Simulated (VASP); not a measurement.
Given:

```xyz
2
Lattice="0.0000 2.4932 2.4932 2.4932 0.0000 2.4932 2.4932 2.4932 0.0000" Properties=species:S:1:pos:R:3 pbc="T T T"
Gd     0.0000     0.0000     0.0000
N      2.4932     2.4932     2.4932
```

The numbers are results of PBE GGA with D3 dispersion (Becke-Johnson damping), VASP's PBE PAW potentials (set 64) (plane waves; VASP), not measurements. Settings: 520 eV cut-off, 13×13×13 Γ-centred mesh, first-order Methfessel-Paxton smearing of 0.10 eV, potentials Gd_3 N.

The 4f electrons are frozen in the core of the lanthanide potential, so 4f levels, which can set the real gap, and their magnetism are missing.

### Question
Estimate the energy per atom (σ→0), pressure, band gap (on the k-mesh) with the smallest direct gap where there is one.

### Answer

```
Property                                                    Result
------------------------  ----------------------------------------
band gap (on the k-mesh)  none (metal, semimetal or under 0.01 eV)
energy per atom (σ→0)                               -8.463 eV/atom
pressure                                                 -4.61 GPa
```

Total energies compare only between runs with the same potentials, cut-off and functional.

The compound is GdN in the rock salt structure. This cell is one point of a volume scan, at 1.03 of the reference volume.
